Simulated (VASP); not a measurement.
Here is the system:

```
C
1.0
    0.00000     1.77833     1.77833
    1.77833     0.00000     1.77833
    1.77833     1.77833     0.00000
C
2
Cartesian
  0.00000   0.00000   0.00000
  0.88916   0.88916   0.88916
```

Method: PBEsol GGA, VASP's PBE PAW potentials (set 64) (plane waves; VASP). Settings: 520 eV cut-off, 13×13×13 Γ-centred mesh, Gaussian smearing of 0.010 eV, potentials C.

Task: Give the electronic dielectric tensor ε∞ (DFPT, local fields included).

Result: 
```
5.87  0.00  0.00
0.00  5.87  0.00
0.00  0.00  5.87
```

Task: Give the Born effective charges.

Result: 
```csv
atom,Z*xx,Z*yy,Z*zz,mean
C1,0.00,0.00,0.00,0.00
C2,0.00,0.00,0.00,0.00
```

The compound is C in the diamond structure. It was relaxed first.
